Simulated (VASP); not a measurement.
Set up this calculation in VASP 6.6.1, as the native input.

```yaml
Task: relaxation of cell and atoms
Functional: PBE
Potentials_or_basis: VASP PAW PBE potentials, release 64 (In_d, Sb, O)
Cutoff: 520 eV
k_mesh: 3 × 3 × 3
Occupations: gaussian, width 0.15 eV
Spin: no spin polarisation
Further_INCAR_settings: PREC = Normal; ALGO = Fast; EDIFF = 0.0001; IBRION = 2; EDIFFG = -0.08; NSW = 24; ISIF = 3
```

The structure of In3SbO4 lies in POSCAR:

```
In3SbO4
1.0
   -3.5655006500      3.5655006500      3.0005699800
    3.5655006500     -3.5655006500      3.0005699800
    3.5655006500      3.5655006500     -3.0005699800
In Sb O
3 1 4
Direct
    0.5000000000      0.0000000000      0.5000000000
    0.0000000000      0.5000000000      0.5000000000
    0.5000000000      0.5000000000      0.0000000000
    0.0000000000      0.0000000000      0.0000000000
    0.9212659900      0.4212659900      0.8425319800
    0.5787340100      0.0787340100      0.1574680200
    0.0787340100      0.9212659900      0.5000000000
    0.4212659900      0.5787340100      0.5000000000
```

The cell was built by a generator and needn't be a form met in nature.

These files were run (other wordings do the same):

INCAR

```
ALGO = Fast
EDIFF = 1E-4
EDIFFG = -0.08
ENCUT = 520
GGA = PE
IBRION = 2
ISIF = 3
ISMEAR = 0
LASPH = True
LCHARG = False
LREAL = False
LWAVE = False
NELM = 60
NSW = 24
PREC = Normal
SIGMA = 0.15
```

KPOINTS

```
k-points
0
Gamma
  3 3 3
```

Potentials or basis: VASP PAW PBE potentials, release 64 (In_d, Sb, O).

Command:

```sh
$ cat potpaw_PBE.64/In_d/POTCAR potpaw_PBE.64/Sb/POTCAR potpaw_PBE.64/O/POTCAR > POTCAR
$ mpirun -np 1 vasp_std > vasp.out
```

It gave:

```json
{
  "Relaxed volume": "17.37 Å³/atom",
  "Relaxed cell": "a = 5.674 Å, b = 5.674 Å, c = 5.674 Å, α = 105.97°, β = 105.97°, γ = 116.72°",
  "Space group after relaxing (to 0.05 Å)": "I422 (No. 97)",
  "Energy gained by relaxing": "123.3 meV/atom",
  "Ionic steps": "10",
  "Pressure after relaxing": "-0.1 GPa",
  "Largest force after relaxing": "0.077 eV/Å",
  "Band gap on the k mesh": "none (metal or under the smearing width)"
}
```

Caveat: the k mesh is coarse (spacing up to 0.46 Å⁻¹), so the values aren't converged; the relaxation stopped at a loose force limit of 0.08 eV/Å, so its end isn't a converged minimum.

Run time: 3.3 min on 1 thread of Intel(R) Xeon(R) Platinum 8259CL CPU @ 2.50GHz (Skylake/Cascade Lake) (shared host), peak memory 0.23 GiB.
